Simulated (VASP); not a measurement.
Input of a VASP 6.6.1 run:

INCAR

```
SYSTEM = HfIn4SiO6
PREC = Accurate
ENCUT = 520
EDIFF = 1E-6
ISMEAR = -1
SIGMA = 0.05
LREAL = .False.
LASPH = .True.
NELM = 100
ALGO = Normal
ISIF = 2
LWAVE = .False.
LCHARG = .False.
LMAXMIX = 4
GGA = PE
KPAR = 4
```

The input KPOINTS:

```
Automatic mesh
0
Gamma
  6 6 4
  0 0 0
```

Contents of POSCAR:

```
HfIn4SiO6                               
1.0
    2.7149644619     -4.6981695094      0.0042452066
    2.7149644619      4.6981695094      0.0042452066
   -1.8629526263      0.0000000000      7.3759359685
  Hf              In              Si              O             
     1     4     1     6
Direct
     0.2048802058996710    0.7951197941003290    0.0000000000000000
     0.3714426856422811    0.6285573143577188    0.5000000000000000
     0.5381711691739016    0.4618288308260984    0.0000000000000000
     0.0350990553289409    0.9649009446710591    0.5000000000000000
     0.7088980645339562    0.2911019354660436    0.5000000000000000
     0.8714924910767534    0.1285075089232464    0.0000000000000000
     0.1070040624203631    0.0676712945003394    0.8662869182986026
     0.9323287054996607    0.8929959375796368    0.1337130817013974
     0.8408606551015476    0.3790816211226734    0.8662230684496616
     0.6209183788773266    0.1591393448984524    0.1337769315503383
     0.1979263944420318    0.4701818679964465    0.1338276522867922
     0.5298181320035535    0.8020736055579682    0.8661723477132078
```

File KPOINTS_OPT:

```
path GYFHZIF1,H1Y1XGN,MG
10
line-mode
reciprocal
 0.0000000000  0.0000000000  0.0000000000  G
-0.3333683603 -0.3333683603  0.0568123951  Y

-0.3333683603 -0.3333683603  0.0568123951  Y
-0.3635703138 -0.3635703138  0.4070283114  F

-0.3635703138 -0.3635703138  0.4070283114  F
-0.3031664068 -0.3031664068  0.7065964788  H

-0.3031664068 -0.3031664068  0.7065964788  H
 0.0000000000  0.0000000000  0.5000000000  Z

 0.0000000000  0.0000000000  0.5000000000  Z
-0.5000000000  0.5000000000  0.5000000000  I

-0.5000000000  0.5000000000  0.5000000000  I
-0.6364296862  0.3635703138  0.5929716886  F1

-0.6968335932  0.3031664068  0.2934035212  H1
-0.6666316397  0.3333683603 -0.0568123951  Y1

-0.6666316397  0.3333683603 -0.0568123951  Y1
-0.5000000000  0.5000000000  0.0000000000  X

-0.5000000000  0.5000000000  0.0000000000  X
 0.0000000000  0.0000000000  0.0000000000  G

 0.0000000000  0.0000000000  0.0000000000  G
-0.5000000000  0.0000000000  0.0000000000  N

-0.5000000000  0.0000000000  0.5000000000  M
 0.0000000000  0.0000000000  0.0000000000  G
```

Potentials or basis: VASP PAW PBE potentials, release 64 (Hf_pv, In_d, Si, O).

The run is started by

```bash
$ cat potpaw_PBE.64/Hf_pv/POTCAR potpaw_PBE.64/In_d/POTCAR potpaw_PBE.64/Si/POTCAR potpaw_PBE.64/O/POTCAR > POTCAR
$ mpirun -np 4 vasp_std > vasp.out
```

(1) What does it give for the largest force?

(2) What does it give for the band gap along the path?

(3) Estimate the pressure.

Answers

(1) 0.010 eV/Å.

(2) none (metal or under the smearing width).

(3) 0.1 GPa.

Caveat: spin-orbit coupling is left out, which moves the levels of the heavy elements.
